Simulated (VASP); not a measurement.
Given:

```xyz
1
Lattice="0.0000 2.0627 2.0627 2.0627 0.0000 2.0627 2.0627 2.0627 0.0000" Properties=species:S:1:pos:R:3 pbc="T T T"
Au     0.0000     0.0000     0.0000
```

All values below come from r2SCAN meta-GGA with spin-orbit coupling, VASP's PBE PAW potentials (set 64) (plane waves; VASP 6.6.1). Run with 400 eV cut-off, 14×14×14 Γ-centred mesh, Gaussian smearing of 0.050 eV, potentials Au.

Question: Give the energies of bands 1 to 14 at the high-symmetry points, in eV from the Fermi level.

Answer: 
```json
[
 {"band": "1", "Γ": "-9.74", "X": "-7.14", "U": "-6.62", "L": "-7.39", "W": "-6.17"},
 {"band": "2", "Γ": "-9.74", "X": "-7.14", "U": "-6.62", "L": "-7.39", "W": "-6.17"},
 {"band": "3", "Γ": "-5.39", "X": "-6.92", "U": "-6.03", "L": "-5.50", "W": "-5.64"},
 {"band": "4", "Γ": "-5.39", "X": "-6.92", "U": "-6.03", "L": "-5.50", "W": "-5.64"},
 {"band": "5", "Γ": "-5.39", "X": "-2.39", "U": "-3.95", "L": "-4.33", "W": "-5.00"},
 {"band": "6", "Γ": "-5.39", "X": "-2.39", "U": "-3.95", "L": "-4.33", "W": "-5.00"},
 {"band": "7", "Γ": "-4.19", "X": "-2.16", "U": "-3.04", "L": "-2.42", "W": "-3.25"},
 {"band": "8", "Γ": "-4.19", "X": "-2.16", "U": "-3.04", "L": "-2.42", "W": "-3.25"},
 {"band": "9", "Γ": "-3.04", "X": "-1.17", "U": "-2.02", "L": "-1.73", "W": "-1.72"},
 {"band": "10", "Γ": "-3.04", "X": "-1.17", "U": "-2.02", "L": "-1.73", "W": "-1.72"},
 {"band": "11", "Γ": "-3.04", "X": "1.14", "U": "3.92", "L": "-0.73", "W": "4.80"},
 {"band": "12", "Γ": "-3.04", "X": "1.14", "U": "3.92", "L": "-0.73", "W": "4.80"},
 {"band": "13", "Γ": "15.39", "X": "5.82", "U": "4.81", "L": "3.10", "W": "5.87"},
 {"band": "14", "Γ": "15.39", "X": "5.82", "U": "4.81", "L": "3.10", "W": "5.87"}
]
```

It has no gap at this level: it comes out as a metal or semimetal.

The compound is Au in the fcc structure. It was relaxed first.
